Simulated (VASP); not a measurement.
Computed with PBEsol GGA, VASP's PBE PAW potentials (set 64) (plane waves; VASP 6.6.1).

The input files of a VASP run:

POSCAR:
```
PdSb
1
    0.0000000000     2.9546184037     2.9546184037
    2.9546184037    -0.0000000000     2.9546184037
    2.9546184037     2.9546184037    -0.0000000000
Pd Sb
1 1
Direct
  0.0000000000   0.0000000000   0.0000000000
  0.2500000000   0.2500000000   0.2500000000
```

KPOINTS:
```
k-points along high-symmetry lines
15
Line-mode
Reciprocal
  0.000000   0.000000   0.000000 ! GAMMA
 -0.500000  -0.500000   0.000000 ! X

 -0.500000  -0.500000   0.000000 ! X
 -0.375000  -0.375000   0.250000 ! U

 -0.375000  -0.000000   0.375000 ! K
  0.000000   0.000000   0.000000 ! GAMMA

  0.000000   0.000000   0.000000 ! GAMMA
 -0.000000   0.000000   0.500000 ! L

 -0.000000   0.000000   0.500000 ! L
 -0.500000  -0.250000   0.250000 ! W

 -0.500000  -0.250000   0.250000 ! W
 -0.500000  -0.500000   0.000000 ! X
```

**INCAR**
```
SYSTEM = PdSb
PREC = Accurate
ENCUT = 400
EDIFF = 1E-7
NELM = 100
ALGO = Normal
LREAL = .FALSE.
LASPH = .TRUE.
ISMEAR = 0
SIGMA = 0.05
GGA = PS
LMAXMIX = 4
LWAVE = .FALSE.
LCHARG = .FALSE.
LORBIT = 11
ICHARG = 11
```

POTCAR, in this order: Pd Sb (PBE.64 set). Program: vasp_std. Read from the step before: CHGCAR.

The run wrote:

OSZICAR:
```
       N       E                     dE             d eps       ncg     rms          rms(c)
DAV:   1     0.633787993916E+02    0.63379E+02   -0.50629E+03  1988   0.872E+02
DAV:   2    -0.861444597721E+01   -0.71993E+02   -0.66496E+02  2261   0.198E+02
DAV:   3    -0.107176461281E+02   -0.21032E+01   -0.20781E+01  2276   0.385E+01
DAV:   4    -0.107386072132E+02   -0.20961E-01   -0.20956E-01  2239   0.417E+00
DAV:   5    -0.107390747002E+02   -0.46749E-03   -0.46748E-03  2248   0.618E-01
DAV:   6    -0.107390915873E+02   -0.16887E-04   -0.16887E-04  2387   0.108E-01
DAV:   7    -0.107390921874E+02   -0.60018E-06   -0.60013E-06  2156   0.194E-02
DAV:   8    -0.107390922150E+02   -0.27579E-07   -0.27124E-07  1906   0.389E-03
   1 F= -.10739092E+02 E0= -.10738123E+02  d E =-.193914E-02
```

### OUTCAR
```
 val. band max:        5.6959488829   @ k =  -0.4464  -0.4464   0.1071

 cond. band min:       5.7149443396   @ k =  -0.4286  -0.4286   0.0000



 k-point     1 :       0.0000    0.0000    0.0000
  band No.  band energies     occupation
      1      -4.6582      2.00000
      2       1.7589      2.00000
      3       1.7589      2.00000
      4       1.7589      2.00000
      5       3.0861      2.00000
      6       3.0861      2.00000
      7       9.7812      0.00000
      8       9.7812      0.00000
      9       9.7812      0.00000
     10      10.3154      0.00000
     11      12.5340      0.00000

 k-point     2 :      -0.0357   -0.0357    0.0000
  band No.  band energies     occupation
      1      -4.6427      2.00000
      2       1.7489      2.00000
      3       1.7656      2.00000
      4       1.7656      2.00000
      5       3.0804      2.00000
      6       3.0879      2.00000
      7       9.5289      0.00000
      8       9.6721      0.00000
      9       9.6721      0.00000
     10      10.5783      0.00000
     11      12.4436      0.00000

 k-point     3 :      -0.0714   -0.0714    0.0000
  band No.  band energies     occupation
      1      -4.5964      2.00000
      2       1.7198      2.00000
      3       1.7858      2.00000
      4       1.7858      2.00000
      5       3.0638      2.00000
      6       3.0932      2.00000
      7       9.1281      0.00000
      8       9.3880      0.00000
      9       9.3880      0.00000
     10      10.9974      0.00000
     11      12.2186      0.00000

 k-point     4 :      -0.1071   -0.1071    0.0000
  band No.  band energies     occupation
      1      -4.5206      2.00000
      2       1.6735      2.00000
      3       1.8195      2.00000
      4       1.8195      2.00000
      5       3.0376      2.00000
      6       3.1018      2.00000
      7       8.7106      0.00000
      8       9.0053      0.00000
      9       9.0053      0.00000
     10      11.3739      0.00000
...
```

The density is held fixed in this step, so its total energy and stress have no physical meaning. Unless said otherwise, spin-orbit coupling is left out, though it shifts the bands of the heavy elements here.

The structure was generated: PdSb was put into the zinc blende type (F-43m), which need not be its known phase. It was relaxed first, which changed the volume by -22 %. The electron count is odd and the run is not spin-polarised, which forces a metal.
